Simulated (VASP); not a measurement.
Output of a VASP run:

**OSZICAR**
```
       N       E                     dE             d eps       ncg     rms          rms(c)
DAV:   1     0.274039852327E+03    0.27404E+03   -0.10312E+04   714   0.130E+04
DAV:   2     0.391206809721E+02   -0.23492E+03   -0.23082E+03  1130   0.131E+03
DAV:   3    -0.276767273992E+01   -0.41888E+02   -0.41292E+02  1128   0.376E+02
DAV:   4    -0.679645299631E+01   -0.40288E+01   -0.40098E+01  1134   0.943E+01
DAV:   5    -0.700531976000E+01   -0.20887E+00   -0.20855E+00  1088   0.192E+01    0.427E+00
DAV:   6    -0.692105680383E+01    0.84263E-01   -0.39470E-01  1136   0.279E+01    0.253E+00
DAV:   7    -0.690727329238E+01    0.13784E-01   -0.10521E-01  1152   0.959E+00    0.886E-01
DAV:   8    -0.690888125474E+01   -0.16080E-02   -0.11129E-02  1016   0.670E+00    0.271E-01
DAV:   9    -0.690941519439E+01   -0.53394E-03   -0.10847E-03  1064   0.133E+00    0.556E-02
DAV:  10    -0.690951407850E+01   -0.98884E-04   -0.14743E-04   916   0.488E-01    0.176E-02
DAV:  11    -0.690954881728E+01   -0.34739E-04   -0.62730E-05   964   0.151E-01    0.143E-02
DAV:  12    -0.690954880764E+01    0.96466E-08   -0.20841E-06  1112   0.302E-02    0.758E-03
DAV:  13    -0.690954945628E+01   -0.64864E-06   -0.12371E-06   848   0.234E-02    0.114E-03
DAV:  14    -0.690954953955E+01   -0.83270E-07   -0.68755E-08   682   0.425E-03    0.500E-04
DAV:  15    -0.690954958498E+01   -0.45431E-07   -0.87027E-09   720   0.345E-03    0.583E-05
DAV:  16    -0.690954960111E+01   -0.16131E-07   -0.84449E-10   468   0.845E-04    0.869E-05
DAV:  17    -0.690954959774E+01    0.33633E-08   -0.45370E-10   446   0.161E-03
   1 F= -.69095496E+01 E0= -.69095139E+01  d E =-.714177E-04
```

File OUTCAR:
```
------------------------ aborting loop because EDIFF is reached ----------------------------------------
  FORCE on cell =-STRESS in cart. coord.  units (eV):
  Direction    XX          YY          ZZ          XY          YZ          ZX
  --------------------------------------------------------------------------------------
  Total        1.3296848      1.3296848      1.3296848     -0.0000000      0.0000000     -0.0000000
  in kB       31.3180166     31.3180166     31.3180166     -0.0000000      0.0000000     -0.0000000
  external PRESSURE =      31.3180166 kB  Pullay stress =       0.0000000 kB
  volume of cell :       68.02
      direct lattice vectors                 reciprocal lattice vectors
     0.000000000  3.240000000  3.240000000    -0.154320988  0.154320988  0.154320988
     3.240000000  0.000000000  3.240000000     0.154320988 -0.154320988  0.154320988
     3.240000000  3.240000000  0.000000000     0.154320988  0.154320988 -0.154320988
  FREE ENERGIE OF THE ION-ELECTRON SYSTEM (eV)
  ---------------------------------------------------
  free  energy   TOTEN  =        -6.9095495977 eV

  energy  without entropy=       -6.9094781800  energy(sigma->0) =       -6.90951389
```
(Selected blocks of OUTCAR.)

### POSCAR
```
InSb
1
    0.0000000000     3.2400000000     3.2400000000
    3.2400000000     0.0000000000     3.2400000000
    3.2400000000     3.2400000000     0.0000000000
In Sb
1 1
Direct
  0.0000000000   0.0000000000   0.0000000000
  0.2500000000   0.2500000000   0.2500000000
```

Task: Reconstruct the remaining input files.

Result: One answer among several that fit: the input of the run itself, PBE GGA, plane waves, VASP's PBE PAW potentials (set 64).

File KPOINTS:
```
Regular mesh
0
gamma
6 6 6
```

### INCAR
```
ALGO = Normal
EDIFF = 1E-8
ENCUT = 500
GGA = PE
ISMEAR = 0
LASPH = .True.
LCHARG = .False.
LREAL = .False.
LWAVE = .True.
NELM = 100
PREC = Normal
SIGMA = 0.01
SYSTEM = InSb
```

POTCAR, in this order: In_d_GW Sb_d_GW (PBE.64 set). Program: vasp_std.

The compound is InSb in the zinc blende structure. The cell was not relaxed at this level.
